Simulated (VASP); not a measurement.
Given:

```
CELL_PARAMETERS angstrom
      0.00000     1.96000     1.96000
      1.96000     0.00000     1.96000
      1.96000     1.96000     0.00000
ATOMIC_POSITIONS crystal
  Pt 0.00000 0.00000 0.00000
```

Level of theory: PBE GGA, VASP's PBE PAW potentials (set 64) (plane waves; VASP). Run with 400 eV cut-off, 14×14×14 Γ-centred mesh, first-order Methfessel-Paxton smearing of 0.10 eV, potentials Pt.

Energy and stress use the plane-wave basis of the starting cell.

### Question
The ions, cell shape and volume are relaxed. Predict the relaxed structure.

### Answer

```
CELL_PARAMETERS angstrom
      0.00000     1.98298     1.98298
      1.98298     0.00000     1.98298
      1.98298     1.98298     0.00000
ATOMIC_POSITIONS crystal
  Pt 0.00000 0.00000 0.00000
```
Space group Fm-3m (225), at a tolerance of 0.03 Å.

### Question
How do energy and volume change from the first to the last step?

### Answer
The energy (σ→0) changes by -15.6 meV/atom and the volume by +3.6 %, in 4 ionic steps.

```tsv
step	E(σ→0) (eV)	max force (eV/Å)	pressure (GPa)	volume (Å³)
1	-6.0887	0.000	9.71	15.06
2	-6.0055	0.000	-18.44	17.14
3	-6.1043	0.000	-0.30	15.61
4	-6.1043	0.000	-0.03	15.60
```

The compound is Pt in the fcc structure. This run relaxes it. Symmetry was kept, so distortions that lower it aren't found.
